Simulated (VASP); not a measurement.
Consider the following.

```xyz
1
Lattice="0.0000 1.9708 1.9708 1.9708 0.0000 1.9708 1.9708 1.9708 0.0000" Properties=species:S:1:pos:R:3 pbc="T T T"
Pd     0.0000     0.0000     0.0000
```

These are PBE GGA, VASP's PBE PAW potentials (set 64) (plane waves; VASP 6.6.1) values and carry that method's errors. Settings: 520 eV cut-off, 16×16×16 Γ-centred mesh, first-order Methfessel-Paxton smearing of 0.10 eV, potentials Pd.

Question: Estimate the energy per atom (σ→0), band gap (on the k-mesh) with the smallest direct gap where there is one.

Answer: 
The band gap (on the k-mesh) is none (metal, semimetal or under 0.01 eV) and the energy per atom (σ→0) is -5.217 eV/atom.

Only differences to runs with the same potentials and settings are physical.

The compound is Pd in the fcc structure. It was relaxed first.
